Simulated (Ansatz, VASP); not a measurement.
## Cross-check of FeNi between VASP and Ansatz

One calculation is typed for both programs; each brings its own data sets and cutoff. How far apart do they land?

Main program and level: Ansatz 0.2.0; plane waves, with VASP 6.6.1 beside it; single point at PBEsol and single point at PBEsol, DFT+U.

### Step 1. Set-up

Symmetry: R-3m, No. 166, trigonal system. Conventional cell: a = 2.516 Å, b = 2.516 Å, c = 12.395 Å, α = 90.00°, β = 90.00°, γ = 120.00°. Nearest to Ni lie 6 Ni at 2.52 Å and 6 Fe at 2.53 Å. Nearest to Fe lie 6 Fe at 2.52 Å and 6 Ni at 2.53 Å. Farther neighbours are not listed.

### Step 2. Ansatz: single point, PBEsol

Ansatz runs on its default PAW (the set named soft_2) files.

With cell and atoms fixed, the geometry can't cause a difference; cores, projectors, grids and the points listed under the comparison can.

The input, input.yaml:

```yaml
crystal:
  lattice:
    - [1.2579322376, 0.726267516, 4.1316480627]
    - [-1.2579322376, 0.726267516, 4.1316480627]
    - [0.0, -1.452535032, 4.1316480627]
  atoms:
    - { symbol: Ni, position: [0.5, 0.5, 0.5], spin: 1.0 }
    - { symbol: Fe, position: [0.0, 0.0, 0.0], spin: 3.0 }
hamiltonian:
  xc: pbesol
  pseudopotentials: { kind: paw }
magnetization:
  spin_polarized: true
kpoints:
  mp_grid: { grid: [8, 8, 8] }
scf:
  occupations: { method: methfessel_paxton, width: 0.05 }
  n_extra_bands: 8
output:
  forces: true
  stress: true
  eigenvalues: true
  write_density: true
  write_potential: true
  elf: true
  volumetric_format: npy
```

On the command line:

```bash
ansatz run input.yaml --threads 2 --pin off --max-ram 4608MiB --backend cpu --events-out ev --progress --plain --runs-dir out
```

Numbers of over 12 decimals in the logs are rounded to 6 here.

Log:

```text
basis.fft_grid_basis auto: the FFT boxes are laid along the combinations [[1, -1, 0], [0, 1, 0], [0, -1, 1]] of the cell's own vectors, 2.516, 4.380 and 2.516 Å long. The dense box has 18×30×18 points. Along the cell's own vectors, as sized, it would have 30×30×30, 2.78 times as many. Of the 12 symmetry operations that the crystal satisfies within crystal.symmetry.tolerance (time reversal apart; of a slab, those that [...]
scf.n_extra_bands = 8 over 17 filled bands (N_el = 34.0): the run solves 25 bands
Engine: ansatz 0.2.0, aarch64-unknown-linux-gnu
Pseudopotentials: kind: paw
Pseudopotential: Ni, paw, valence charge 18, recommended cutoff 420 eV (normal), Ni.paw.azcp
Pseudopotential: Fe, paw, valence charge 16, recommended cutoff 420 eV (normal), Fe.paw.azcp
Functional definition: PBEsol
  exchange = pbesol_x
  correlation = pbesol_c
Crystal: 2 atoms, lattice volume = 22.648 Å³
Basis set: ecut = 420 eV, 457 PW (Γ), FFT grids on a1−a2, a2, −a2+a3, exchange–correlation on 36×60×36 points (8 copies of the dense FFT grid, shifted against one another)
Bands: 25, of which v1, the nominal top of the filled ones, is band 17 counted from 1 (16 counted from 0)
Symmetry: 12 space group operations
Space group: R-3m (ITA 166), of the structure as read, at distance tolerance 2.8e-5 Å
Magnetic group: BNS 166.97 (UNI 1327), of the structure as read, at distance tolerance 2.8e-5 Å
k-points: 65 of 512
Non-local potential: Ni, projectors of the file, l = 0: 3, l = 1: 2, l = 2: 3, l = 3: 1
Non-local potential: Fe, projectors of the file, l = 0: 3, l = 1: 2, l = 2: 3, l = 3: 1
PAW form: soft (Blöchl's): semilocal exchange-correlation on the pseudo side does not see the compensation charge
PAW frozen core: Ni, regenerated for the run's functional, and the local potential with it (the file was generated under x = pbe(κ = 0.804, μ = 0.219515), c = pbe(β = 0.066725))
PAW frozen core: Fe, regenerated for the run's functional, and the local potential with it (the file was generated under x = pbe(κ = 0.804, μ = 0.219515), c = pbe(β = 0.066725))
PAW one-centre angular grid: Ni, 590 points (default); XC on 64 Gauss nodes
PAW one-centre angular grid: Fe, 590 points (default); XC on 64 Gauss nodes
Initial density: superposition of atomic densities (chi_scale 0.1, normalization cell)
Starting moments: Σ|m| = 4 μB on 2 of 2 sites
Initial wavefunctions: pseudopotential atomic-orbital guess
Functional: x = pbesol(κ = 0.804, μ = 0.123457), c = pbesol(β = 0.046)
SCF iter   1: F=—  HF=-10253.439190 eV  |F-HF|=—  |Δ(HF+E_count)|=         —  Δρ=8.52e-2 (↑8.52e-2 ↓7.43e-2)  dr2=2.65e0  dr2_m=3.77e-1  M=3.248 μB ∫|m|=3.360 μB  β_m=0.30  ethr=3.10e-3  ⟨swp⟩=5.5  Hψ=12441  notcnv=0  defer=27
Mixer restart at iter 1: flushing history
preconditioner: auto → none  [metal: Δε(μ)=0.012 eV  Ē_g=11.314 eV  σ=0.050 eV  W_gap=0.13  n_scr=2 (ndim 8)  ℏωp=33.1 eV  f_vac=0.000  D(μ)=1.60/eV (n_scr^D=22)  sad-step TF]
SCF iter   2: F=—  HF=-10252.473661 eV  |F-HF|=—  |Δ(HF+E_count)|=   9.66e-1  Δρ=2.60e-2 (↑1.91e-2 ↓2.60e-2)  dr2=2.15e-1  dr2_m=2.99e-2  M=3.348 μB ∫|m|=3.484 μB  β_m=0.31  ethr=3.10e-3  ⟨swp⟩=2.6  Hψ=5930  notcnv=0  defer=346
SCF iter   3: F=—  HF=-10252.899405 eV  |F-HF|=—  |Δ(HF+E_count)|=   4.26e-1  Δρ=1.71e-2 (↑1.71e-2 ↓1.10e-2)  dr2=7.67e-2  dr2_m=2.27e-2  M=3.378 μB ∫|m|=3.533 μB  β_m=0.32  ethr=6.33e-4  ⟨swp⟩=2.5  Hψ=5417  notcnv=0  defer=348
SCF iter   4: F=—  HF=-10253.163496 eV  |F-HF|=—  |Δ(HF+E_count)|=   2.64e-1  Δρ=3.16e-2 (↑9.69e-3 ↓3.16e-2)  dr2=1.85e-1  dr2_m=5.12e-2  M=3.312 μB ∫|m|=3.471 μB  β_m=0.30  ethr=2.26e-4  ⟨swp⟩=3.0  Hψ=5730  notcnv=0  defer=353
SCF iter   5: F=—  HF=-10253.507083 eV  |F-HF|=—  |Δ(HF+E_count)|=   3.44e-1  Δρ=1.68e-2 (↑7.29e-3 ↓1.68e-2)  dr2=4.58e-2  dr2_m=2.03e-2  M=3.294 μB ∫|m|=3.468 μB  β_m=0.58  ethr=2.26e-4  ⟨swp⟩=2.7  Hψ=5449  notcnv=0  defer=353
SCF iter   6: F=—  HF=-10253.729437 eV  |F-HF|=—  |Δ(HF+E_count)|=   2.22e-1  Δρ=8.28e-3 (↑4.31e-3 ↓8.28e-3)  dr2=1.57e-2  dr2_m=5.03e-3  M=3.281 μB ∫|m|=3.470 μB  β_m=0.66  ethr=1.35e-4  ⟨swp⟩=2.2  Hψ=5400  notcnv=0  defer=355
SCF iter   7: F=—  HF=-10253.767333 eV  |F-HF|=—  |Δ(HF+E_count)|=   3.79e-2  Δρ=1.56e-3 (↑5.96e-4 ↓1.56e-3)  dr2=5.57e-4  dr2_m=1.36e-4  M=3.275 μB ∫|m|=3.470 μB  β_m=0.83  ethr=4.63e-5  ⟨swp⟩=2.1  Hψ=5106  notcnv=0  defer=355
SCF iter   8: F=—  HF=-10253.768776 eV  |F-HF|=—  |Δ(HF+E_count)|=   1.44e-3  Δρ=3.29e-4 (↑1.19e-4 ↓3.29e-4)  dr2=3.52e-5  dr2_m=7.56e-6  M=3.274 μB ∫|m|=3.471 μB  β_m=0.89  ethr=1.64e-6  ⟨swp⟩=2.1  Hψ=4719  notcnv=0  defer=355
SCF iter   9: F=—  HF=-10253.767756 eV  |F-HF|=—  |Δ(HF+E_count)|=         —  Δρ=3.92e-4 (↑3.17e-4 ↓3.92e-4)  dr2=4.77e-6  dr2_m=2.08e-5  M=3.270 μB ∫|m|=3.467 μB  β_m=0.89  ethr=1.04e-7  ⟨swp⟩=1.9  Hψ=4058  notcnv=0  defer=355
Mixer restart at iter 9: flushing history
iteration 9: the input's own smearing fills from here on; a Gaussian of 0.05 eV has filled iterations ahead of it
SCF iter  10: F=—  HF=-10253.767763 eV  |F-HF|=—  |Δ(HF+E_count)|=   7.00e-6  S|Δr|=    0.00e0  Δρ=5.55e-4 (↑1.96e-4 ↓5.55e-4)  dr2=1.31e-4  dr2_m=6.94e-6  M=3.270 μB ∫|m|=3.467 μB  β_m=0.55  ethr=1.40e-8  ⟨swp⟩=2.0  Hψ=5115  notcnv=0  defer=355  recentre
SCF iter  11: F=—  HF=-10253.767857 eV  |F-HF|=—  |Δ(HF+E_count)|=   9.34e-5  S|Δr|=    0.00e0  Δρ=2.35e-3 (↑7.30e-4 ↓2.35e-3)  dr2=2.18e-3  dr2_m=1.52e-4  M=3.270 μB ∫|m|=3.466 μB  β_m=0.39  ethr=1.40e-8  ⟨swp⟩=2.3  Hψ=5225  notcnv=0  defer=355
SCF iter  12: F=—  HF=-10253.767757 eV  |F-HF|=—  |Δ(HF+E_count)|=   9.96e-5  S|Δr|=    0.00e0  Δρ=8.14e-5 (↑8.14e-5 ↓3.65e-5)  dr2=6.09e-7  dr2_m=5.73e-7  M=3.270 μB ∫|m|=3.466 μB  β_m=0.44  ethr=1.40e-8  ⟨swp⟩=2.2  Hψ=5254  notcnv=0  defer=355
SCF iter  13: F=—  HF=-10253.767757 eV  |F-HF|=—  |Δ(HF+E_count)|=   1.60e-7  S|Δr|=    0.00e0  Δρ=4.37e-5 (↑2.53e-5 ↓4.37e-5)  dr2=5.85e-7  dr2_m=3.23e-8  M=3.270 μB ∫|m|=3.466 μB  β_m=0.37  ethr=1.79e-9  ⟨swp⟩=2.2  Hψ=4723  notcnv=0  defer=355
SCF iter  14: F=-10253.767757 eV  HF=-10253.767757 eV  |F-HF|=1.90e-8  |Δ(HF+E_count)|=   1.27e-7  S|Δr|=    0.00e0  Δρ=1.15e-5 (↑3.37e-6 ↓1.15e-5)  dr2=2.61e-8  dr2_m=8.58e-9  M=3.270 μB ∫|m|=3.466 μB  ethr=2.94e-10  ⟨swp⟩=10.3  Hψ=21024  notcnv=0
SCF 1 converged in 14 iterations: F = -10253.767757 eV  dr2 = 2.61e-8
  greatest PAW one-centre occupation: 1.002 electrons in one spin orbital (limit 2), on the Fe atom at site 1 (counted from 0), in its partial waves of l = 1
this state was not tested for a lower state beside it, because cold or Methfessel-Paxton smearing, or corrected tetrahedra, fill the levels in a way that the test cannot read (fill_not_monotonic; see scf.lower_state_search)
SCF converged after 14 iterations
Magnetization: 3.2702 μB (18.6351 up, 15.3649 down)
Absolute magnetization: 3.4670 μB (∫|ρ↑−ρ↓|, with the PAW one-centre terms)
Spin contamination: 0.0553 ħ² per cell (⟨S²⟩ above its minimum at these occupations)
Per-site moments (μB) at R_I (Å): [(0.730157, 1.037794), (2.591044, 1.037794)]
Free energy (F): -10253.767757 eV
Harris-Foulkes:  -10253.767757 eV  (|F-HF|=1.90e-8)
Internal energy: -10253.767826 eV  (E = F + TS)
E sigma→0 (E₀):  -10253.767774 eV
Entropy (-TS):   0.000069 eV (0.035 meV/atom)
Fermi energy:    17.886101 eV
--- Per-component energies (eV) ---
  E_band       = -510.013358
  E_kinetic    = 631.672372
  E_local      = -5586.922519  (includes V_loc(G=0)·N_el)
  E_nonlocal   = 857.149462
  E_hartree    = 2334.525137
  E_xc         = -201.074185
  E_vxc        = -260.063512  (∫ρ·V_xc dr)
  E_paw        = -2930.042654  (= ΣΔE_a)
  E_vpaw       = -820.894899  (= ΣTr[D̂ρ^β])
  E_aug_tail   = 0.001103  (compensation charges beyond the density's cutoff)
  E_ewald      = -5359.453033
  E_core_change = 0.376491  (= ΣΔE_core)
  E_smearing   = 0.000069  (= −TS)
  E_closure    = -0.000000  (closes the sum)
  Σ components = -10253.767757   (vs F -10253.767757, Δ=0.00e0)
--- Forces (eV/Å), atoms counted from 1 ---
  atom   1  Ni     0.00000000     0.00000000    -0.00000000
  atom   2  Fe     0.00000000     0.00000000    -0.00000000
  max |Σ_I F_I| component: 5.89e-29 eV/Å
--- Stress (GPa, compression-positive) ---
       -8.395217       0.000000       0.000000
        0.000000      -8.395217       0.000000
        0.000000       0.000000      -9.815642
  P = ⅓ Tr σ = -8.8687 GPa (-88.687 kbar)
--- Band table (eV; the first three rows and the last of 130) ---
  k-point 0 ↑: bands = [... 13 lower, 15.4547, 15.4547, 16.5145, 16.5145, 17.3182, 17.3182, 17.4372, 23.6491, ... 4 higher]
  k-point 1 ↑: bands = [... 13 lower, 15.5939, 15.6017, 15.9263, 16.3669, 16.5657, 17.2397, 19.3489, 23.8694, ... 4 higher]
  k-point 2 ↑: bands = [... 13 lower, 15.6431, 15.8649, 16.1512, 16.3355, 16.8094, 17.0868, 21.3790, 24.8373, ... 4 higher]
  k-point 64 ↓: bands = [... 13 lower, 16.9461, 17.3491, 17.3491, 18.0233, 18.0233, 19.4775, 19.4775, 32.0699, ... 4 higher]
```

Elapsed: 7 s, on 2 threads of Arm Neoverse V1, shared host; peak memory 0.37 GiB.

Reading the cycles: dr2 is the Hartree energy of the density residual (eV), the measure of convergence; HF is the Harris–Foulkes estimate of the energy, which meets the free energy F at convergence.

The run ends at a pressure of -8.87 GPa.

### Step 3. VASP: single point, PBEsol

The same cell, functional, mesh and smearing now go to VASP, with its own data sets and cutoff.

Lines of VASP's logs that name or quote its potential files are left out, and so is its time.

The input, INCAR:

```
SYSTEM = FeNi
PREC = Accurate
ENCUT = 350
EDIFF = 1E-06
NELM = 150
ISMEAR = 1
SIGMA = 0.05
LREAL = .FALSE.
ALGO = Normal
GGA = PS
NBANDS = 18
ISPIN = 2
MAGMOM = 1 3
LASPH = .TRUE.
LMAXMIX = 4
LORBIT = 11
LWAVE = .FALSE.
LCHARG = .FALSE.
KPAR = 2
AMIX = 0.2
BMIX = 1E-04
AMIX_MAG = 0.8
BMIX_MAG = 1E-04
NEDOS = 1200
```

The input, POSCAR:

```
FeNi
1.0
    1.2579322376      0.7262675160      4.1316480627
   -1.2579322376      0.7262675160      4.1316480627
    0.0000000000     -1.4525350320      4.1316480627
Ni Fe
1 1
Direct
    0.5000000000      0.5000000000      0.5000000000
    0.0000000000      0.0000000000      0.0000000000
```

The input, KPOINTS:

```
Automatic mesh
0
Gamma
8 8 8
0 0 0
```

Potentials, in the order of the species: Ni and Fe (PBE family, release 64).

On the command line:

```bash
mpirun -np 2 vasp_std
```

Log:

```text
[banner, memory and clock lines left out]
running    2 mpi-ranks, on    1 nodes
 distrk:  each k-point on    1 cores,    2 groups
 distr:  one band on    1 cores,    1 groups

 POSCAR found type information on POSCAR NiFe
 POSCAR found :  2 types and       2 ions
|                                                                             |
|               ----> ADVICE to this user running VASP <----                  |
|                                                                             |
|     You enforced a specific xc type in the INCAR file but a different       |
|     [... a line on the potential file left out ...]
|     I HOPE YOU KNOW WHAT YOU ARE DOING!                                     |
|                                                                             |

 LDA part: xc-table for (Slater+PW92), standard interpolation
 POSCAR, INCAR and KPOINTS ok, starting setup
 FFT: planning ... GRIDC
 FFT: planning ... GRID_SOFT
 FFT: planning ... GRID
 WAVECAR not read
 entering main loop
       N       E                     dE             d eps       ncg     rms          rms(c)
DAV:   1     0.641471590316E+02    0.64147E+02   -0.66848E+03  5088   0.102E+03
DAV:   2    -0.149192821184E+02   -0.79066E+02   -0.71653E+02  4700   0.197E+02
DAV:   3    -0.173693113262E+02   -0.24500E+01   -0.23768E+01  5306   0.445E+01
DAV:   4    -0.173929992326E+02   -0.23688E-01   -0.23679E-01  5544   0.394E+00
DAV:   5    -0.173935481768E+02   -0.54894E-03   -0.54892E-03  5300   0.563E-01    0.159E+01
DAV:   6    -0.154518720352E+02    0.19417E+01   -0.46090E+00  5022   0.423E+01    0.101E+01
DAV:   7    -0.164527781054E+02   -0.10009E+01   -0.54344E+00  6308   0.532E+01    0.198E+01
DAV:   8    -0.149875671294E+02    0.14652E+01   -0.43440E+00  6564   0.381E+01    0.523E+00
DAV:   9    -0.149995434831E+02   -0.11976E-01   -0.78269E-02  6164   0.435E+00    0.436E+00
DAV:  10    -0.150097920176E+02   -0.10249E-01   -0.59393E-02  6748   0.478E+00    0.291E+00
DAV:  11    -0.150056091349E+02    0.41829E-02   -0.31246E-02  6214   0.411E+00    0.179E+00
DAV:  12    -0.150145327874E+02   -0.89237E-02   -0.17821E-02  7332   0.244E+00    0.152E+00
DAV:  13    -0.150116474211E+02    0.28854E-02   -0.12724E-02  5990   0.283E+00    0.211E-01
DAV:  14    -0.150115749757E+02    0.72445E-04   -0.47560E-04  6458   0.316E-01    0.154E-01
DAV:  15    -0.150116335235E+02   -0.58548E-04   -0.65600E-05  6772   0.830E-02    0.823E-02
DAV:  16    -0.150116529251E+02   -0.19402E-04   -0.11589E-05  5890   0.671E-02    0.186E-02
DAV:  17    -0.150116532034E+02   -0.27838E-06   -0.19984E-06  3180   0.227E-02
   1 F= -.15011653E+02 E0= -.15011686E+02  d E =0.970408E-04  mag=     3.2707
```

Parts of OUTCAR (step 3):

```text
ion  position               nearest neighbor table
   1  0.500  0.500  0.500-   2 2.53   2 2.53   2 2.53   2 2.53   2 2.53   2 2.53
   2  0.000  0.000  0.000-   1 2.53   1 2.53   1 2.53   1 2.53   1 2.53   1 2.53

  LATTYP: Found a trigonal (rhomboedric) cell.
 ALAT       =     4.3795403564
 COS(alpha) =     0.8349986777

 Subroutine GETGRP returns: Found 12 space group operations
 (whereof 12 operations were pure point group operations)

The static configuration has the point symmetry D_3d.

 Found     65 irreducible k-points:

   k-points           NKPTS =     65   k-points in BZ     NKDIM =     65   number of bands    NBANDS=     18

   dimension x,y,z NGX =    28 NGY =   28 NGZ =   28
   dimension x,y,z NGXF=    56 NGYF=   56 NGZF=   56

   ENCUT  =  350.0 eV  25.72 Ry    5.07 a.u.   6.68  6.68  6.68*2*pi/ulx,y,z

   NELECT =      18.0000    total number of electrons

 k-points in reciprocal lattice and weights: Automatic mesh
   0.00000000  0.00000000  0.00000000       0.002
   0.12500000 -0.00000000  0.00000000       0.012
   0.25000000 -0.00000000  0.00000000       0.012
   0.37500000  0.00000000  0.00000000       0.012
   0.50000000 -0.00000000  0.00000000       0.006
   0.12500000  0.12500000  0.00000000       0.012
   0.25000000  0.12500000  0.00000000       0.023
   0.37500000  0.12500000  0.00000000       0.023
   0.50000000  0.12500000  0.00000000       0.023
[...]
-0.37500000  0.50000000  0.37500000       0.012
   0.50000000  0.50000000  0.50000000       0.002

 average (electrostatic) potential at core
       1 -83.7752       2 -41.6664

 E-fermi :   7.2830

 spin component 1
 k-point     1 :       0.0000    0.0000    0.0000
  band No.  band energies     occupation
    ...
      8       5.9144      1.00000
      9       5.9144      1.00000
     10       6.7068      1.00000
     11       6.7068      1.00000
     12       6.9134      1.00000
     13      13.0870      0.00000
     14      28.6050      0.00000
     15      30.0477      0.00000
     16      31.4747      0.00000
     17      31.4747      0.00000
    ...

 k-point     2 :       0.1250   -0.0000    0.0000
  band No.  band energies     occupation
    ...
      7       5.0143      1.00000
      8       5.3559      1.00000
      9       5.7703      1.00000
     10       5.9653      1.00000
     11       6.6297      1.00000
     12       8.7800      0.00000
     13      13.3116      0.00000
     14      25.5947      0.00000
     15      28.4530      0.00000
     16      29.2690      0.00000
    ...

 k-point     3 :       0.2500   -0.0000    0.0000
  band No.  band energies     occupation
    ...
      7       5.2728      1.00000
      8       5.5591      1.00000
      9       5.7421      1.00000
     10       6.2066      1.00000
     11       6.4793      1.00000
     12      10.8108      0.00000
     13      14.2840      0.00000
     14      20.1060      0.00000
     15      23.9278      0.00000
     16      26.8424      0.00000
    ...

 k-point     4 :       0.3750    0.0000    0.0000
  band No.  band energies     occupation
    ...
      7       5.4641      1.00000
      8       5.8252      1.00000
      9       6.4835      1.00000
     10       6.7612      1.00000
     11       6.8928      1.00000
     12      12.5118      0.00000
     13      14.0351      0.00000
     14      18.0611      0.00000
     15      19.4856      0.00000
     16      25.3184      0.00000
    ...

 k-point     5 :       0.5000   -0.0000    0.0000
  band No.  band energies     occupation
    ...
      6       4.8783      1.00000
      7       5.6136      1.00000
      8       5.6919      1.00000
      9       6.6638      1.00000
     10       7.0254      1.00000
     11       9.4235      0.00000
     12       9.8286      0.00000
     13      15.4478      0.00000
     14      16.0175      0.00000
     15      21.3596      0.00000
    ...

 k-point     6 :       0.1250    0.1250    0.0000
  band No.  band energies     occupation
    ...
      7       5.0386      1.00000
      8       5.2644      1.00000
      9       5.8686      1.00000
     10       5.8777      1.00000
     11       6.7226      1.00000
     12       8.5215      0.00000
     13      13.6510      0.00000
     14      26.1642      0.00000
     15      27.5403      0.00000
     16      28.5173      0.00000
    ...

  Total       -1.2259582     -1.2259582     -1.4182362      0.0000000     -0.0000000     -0.0000000
  in kB      -86.7276930    -86.7276930   -100.3299748      0.0000000     -0.0000000     -0.0000000
  external PRESSURE =     -91.2617870 kB  Pullay stress =       0.0000000 kB

  energy-cutoff  :      350.00
  volume of cell :       22.65
      direct lattice vectors                 reciprocal lattice vectors
     1.257932238  0.726267516  4.131648063     0.397477690  0.229483851  0.080678056
    -1.257932238  0.726267516  4.131648063    -0.397477690  0.229483851  0.080678056
     0.000000000 -1.452535032  4.131648063     0.000000000 -0.458967703  0.080678056

 POSITION                                       TOTAL-FORCE (eV/Angst)
 -----------------------------------------------------------------------------------
      0.00000      0.00000      6.19747         0.000000     -0.000000     -0.000000
      0.00000      0.00000      0.00000        -0.000000      0.000000      0.000000
 -----------------------------------------------------------------------------------
    total drift:                                0.000000     -0.000000      0.000000

  FREE ENERGIE OF THE ION-ELECTRON SYSTEM (eV)
  ---------------------------------------------------
  free  energy   TOTEN  =       -15.0116532034 eV

  energy  without entropy=      -15.0117502442  energy(sigma->0) =      -15.01168555

 total charge
# of ion       s       p       d       tot
------------------------------------------
    1        0.505   0.513   8.295   9.312
    2        0.484   0.511   6.198   7.194
--------------------------------------------------
tot          0.989   1.023  14.493  16.506

 magnetization (x)
# of ion       s       p       d       tot
------------------------------------------
    1       -0.017  -0.043   0.739   0.679
    2       -0.005  -0.014   2.598   2.578
--------------------------------------------------
tot         -0.022  -0.058   3.337   3.256

[... 6 further parts left out ...]
```

The k-mesh is coarse for a metal.

The run ends at a pressure of -9.13 GPa.

### Step 4. Side by side

Known differences besides the potentials themselves: the data sets hold 34 valence electrons in Ansatz (default PAW (the set named soft_2) files) and 18 in VASP; the cutoff is 420 eV in Ansatz and 350 eV in VASP; Ansatz makes its cores anew for this functional, VASP keeps those of its PBE data sets; site moments are counted in spheres of each program's own size. Total energies have different zeros and are not compared.

Both answers:

```csv
quantity,Ansatz,VASP,difference
pressure (GPa),-8.87,-9.13,+0.26
pressure without Ansatz's Pulay correction (GPa),-8.95,-9.13,+0.18
total moment (μB),3.27,3.27,0.00
moment on Fe2 (μB),2.59,2.58,+0.01
moment on Ni1 (μB),0.73,0.68,+0.05
```

Ansatz's pressure holds a Pulay correction of 0.08 GPa; VASP's holds none.

### Step 5. Other set-ups

Further runs change the set-up of one program: Ansatz's method, potentials or start, or VASP's data sets, cutoff or form of LDA. The table gives Ansatz less VASP for each quantity, since a change that brings one quantity closer may part another.

```csv
run,pressure (GPa),total moment (μB)
as above,0.26,-5.3e-4
Ansatz's all-electron LAPW method,0.24,-2.4e-4
```

(Continued in part 2 of 2.)

[Lines on the potential files, build, host, timing and source positions are cut from VASP's logs without a mark.]

[Logs are printed without paths, hosts, clocks, repeated set-up lines and the standing remarks that a program may print on its own settings, such as how far it seeks lower states.]

[Hosts, paths, dates, database ids (printed as entryN), source tags and the programs' standing remarks are cut or masked in the printed files.]
